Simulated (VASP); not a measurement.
KMg6Bi:

```
Bi K Mg
1.0
     5.33780    0.00000    0.00000
     0.00000    3.32752    6.07593
     0.00000   -3.32752    6.07593
Bi K Mg
1 1 6
Direct
  0.50000 0.66367 0.66367
  0.50000 0.16828 0.16828
  0.00000 0.83911 0.83911
  0.00000 0.34178 0.34178
  0.00000 0.33168 0.82193
  0.00000 0.82193 0.33168
  0.50000 0.17020 0.66334
  0.50000 0.66334 0.17020
```

The cell comes from a database or a generator and needn't be the stable form of this composition.

| Item | Value |
| --- | --- |
| Program | VASP 6.6.1 |
| Task | single point |
| Functional | PBE |
| Potentials or basis | VASP PAW PBE potentials, release 64 (Bi_d, K_sv, Mg) |
| Cutoff | 520 eV |
| k mesh | 5 × 5 × 5 |
| Occupations | fermi-dirac, width 0.05 eV |
| Spin | no spin polarisation |

On this cell: pressure -0.2 GPa; largest force 0.099 eV/Å; band gap on the k mesh none (metal or under the smearing width).

The same run follows on a disturbed copy (atoms moved at random, drawn with an rms of 0.05 Å):

```
CELL_PARAMETERS angstrom
5.33780 0.00000 0.00000
0.00000 3.32752 6.07593
0.00000 -3.32752 6.07593
ATOMIC_POSITIONS crystal
Bi 0.50445 0.66746 0.65937
K 0.50084 0.16533 0.16041
Mg 0.00491 0.84409 0.84133
Mg 0.00328 0.34092 0.35218
Mg 0.00051 0.33175 0.81073
Mg 0.00186 0.82250 0.33613
Mg 0.50438 0.16898 0.66037
Mg 0.50206 0.65465 0.17642
```

**Question.** What does the disturbed cell give?

**Answer.** The energy (extrapolated to zero smearing) moves by +2.2 meV/atom; pressure -0.1 GPa; largest force 0.167 eV/Å; band gap on the k mesh none (metal or under the smearing width).

Forces in eV/Å, atoms in the order of the input:
```
Bi  -0.013 -0.079 -0.025
K    0.014  0.064  0.153
Mg  -0.012 -0.078  0.060
Mg  -0.010  0.097 -0.131
Mg   0.021 -0.107  0.052
Mg   0.000  0.077 -0.094
Mg  -0.016 -0.046 -0.037
Mg   0.015  0.073  0.023
```

Stress tensor (GPa, compression positive):
```
-0.91  0.02 -0.01
 0.02  0.39 -0.08
-0.01 -0.08  0.27
```

Caveats: spin-orbit coupling is left out, which moves the levels of the heavy elements.
